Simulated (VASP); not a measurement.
VASP runs on AuZn (CsCl type) share one base input (PBE GGA, plane waves, VASP's PBE PAW potentials (set 64)) and change the settings named in each case.

**KPOINTS**
```
Regular mesh
0
G
 10 10 10
0 0 0
```

INCAR:
```
! general
SYSTEM =AuZn
PREC   =Accurate
ENCUT  =400   ! plane-wave cut-off (eV)
LREAL  =.False.   ! projection in real space or not
LASPH  =.True.

! electronic loop
EDIFF  =1E-6   ! SCF stop (eV)
NELM   =100   ! most electronic steps
ALGO   =Normal
LMAXMIX=6

! smearing
ISMEAR =1   ! Methfessel-Paxton
SIGMA  =0.1   ! width (eV)

! functional
GGA    =PE

! ions
ISIF   =2

! output
LWAVE  =.False.
LCHARG =.False.
```

POSCAR:
```
AuZn
1.0
  3.2130000000   0.0000000000   0.0000000000
  0.0000000000   3.2130000000   0.0000000000
  0.0000000000   0.0000000000   3.2130000000
Zn Au
1 1
Direct
  0.5000000000   0.5000000000   0.5000000000
  0.0000000000   0.0000000000   0.0000000000
```

POTCAR, in this order: Zn Au (PBE.64 set). Program: vasp_std.

```
change                                               E(σ→0) (eV/atom)  pressure (GPa)  −TS (eV)  electronic steps
---------------------------------------------------  ----------------  --------------  --------  ----------------
base run                                                      -2.3707           -3.14   -0.0005                12
AMIX = 0.2, BMIX = 1.0, IMIX = 4                              -2.3707           -3.07   -0.0005                13
AMIX = 1.0, BMIX = 0.0001, IMIX = 1 (not converged)        -1076.9764         3296.18   -0.0008               100
AMIX = 0.05, BMIX = 3.0, IMIX = 1 (not converged)             -2.3708           -3.75   -0.0005               100
AMIX = 0.2, BMIX = 1.0, IMIX = 1                              -2.3707           -2.94   -0.0005                29
AMIX = 1.0, BMIX = 1.0, IMIX = 1 (not converged)            -667.6449         2467.67   -0.0020               100
```
 Unless said otherwise, spin-orbit coupling is left out, though it shifts the bands of the heavy elements here.

Left out are runs that ran out of time, are held back, or changed the cell or the kind of run, fixed moments of cells without a moment, rows past the twelfth, gaps on odd meshes, pressures of charged cells and columns that move by less than the noise.

The compound is AuZn in the CsCl type structure. The cell was not relaxed at this level. The electron count is odd and the run is not spin-polarised, which forces a metal.
